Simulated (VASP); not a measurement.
These are LDA (Ceperley-Alder, Perdew-Zunger), VASP's LDA PAW potentials (set 64) (plane waves; VASP) values and carry that method's errors.

VASP ran on this input.

### INCAR
```
# general
SYSTEM  =  MgC2
PREC    =  Accurate
ENCUT   =  400   # plane-wave cut-off (eV)
LREAL   =  .FALSE.   # projection in real space or not
LASPH   =  .TRUE.   # aspherical one-centre terms

# electronic loop
EDIFF   =  1E-6
NELM    =  100
ALGO    =  Normal   # blocked Davidson

# smearing
ISMEAR  =  0
SIGMA   =  0.01   # width (eV)

# ions
IBRION  =  2   # conjugate gradients
NSW     =  50
ISIF    =  3   # ions, shape and volume
EDIFFG  =  -0.01   # ionic stop

# output
LWAVE   =  .FALSE.
LCHARG  =  .FALSE.
```

**KPOINTS**
```
Automatic mesh
0
Gamma
5 5 4
0 0 0
```

File POSCAR:
```
MgC2
1
    3.9124570000     0.0000000000     0.0000000000
    0.0000000000     3.9124570000     0.0000000000
    0.0000000000     0.0000000000     4.9387150000
Mg C
2 4
Direct
  0.5000000000   0.5000000000   0.0000000000
  0.0000000000   0.0000000000   0.5000000000
  0.8876600000   0.8876600000   0.0000000000
  0.1123400000   0.1123400000   0.0000000000
  0.6123400000   0.3876600000   0.5000000000
  0.3876600000   0.6123400000   0.5000000000
```

POTCAR, in this order: Mg C (LDA.64 set). Program: vasp_std.

What will the output report for the number of irreducible k-points (NKPTS), largest plane-wave count, number of space-group operations, FFT grid (NGX, NGY, NGZ)?

```yaml
number of irreducible k-points (NKPTS): 18
largest_plane_wave_count: 1385
number_of_space_group_operations: 16
FFT grid (NGX, NGY, NGZ): 28 × 28 × 32
```

The structure comes from a computed database's MgC2 entry; how it stands against other phases isn't given here. This run relaxes it. Symmetry was kept, so distortions that lower it aren't found. The run is one of a series of settings (EDIFFG = -0.01, IBRION = 2, ISIF = 3, NSW = 50 against the base run), some of them coarse on purpose.
